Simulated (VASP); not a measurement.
The cell holds one BaS (rock salt) (100) slab, with vacuum along c, ions free to move until forces fall under 0.03 eV/Å, no reconstruction beyond this cell, dipole correction on. Ionisation potential and electron affinity count from the cell's own band edges, surface states included.

Input:

```
CELL_PARAMETERS angstrom
      4.56150     0.00000     0.00000
      0.00000     4.56150     0.00000
      0.00000     0.00000    28.04491
ATOMIC_POSITIONS crystal
  Ba 0.00000 0.50000 0.32929
  Ba 0.50000 0.00000 0.44228
  Ba 0.00000 0.50000 0.55772
  Ba 0.50000 0.00000 0.67071
  S  0.00000 0.50000 0.44148
  S  0.50000 0.00000 0.32936
  S  0.00000 0.50000 0.67064
  S  0.50000 0.00000 0.55852
```

The numbers are results of r2SCAN meta-GGA, VASP's PBE PAW potentials (set 64) (plane waves; VASP), not measurements. Numerical set-up: 400 eV cut-off, 5×5×1 Γ-centred mesh, Gaussian smearing of 0.050 eV, potentials Ba_sv S.

Slab and bulk use different k-meshes, so the surface energy is good to a few per cent at best. Unless said otherwise, spin-orbit coupling is left out, though it shifts the bands of the heavy elements here.

Question: Predict its surface energy, ionisation potential, electron affinity, band gap (on the k-mesh).

Answer: 
```
Item                          Value
------------------------  ---------
surface energy            23 meV/Å²
ionisation potential        4.34 eV
electron affinity           1.88 eV
band gap (on the k-mesh)    2.46 eV
```

The cell is a thin slab with vacuum, built from BaS (rock salt): (100) face.
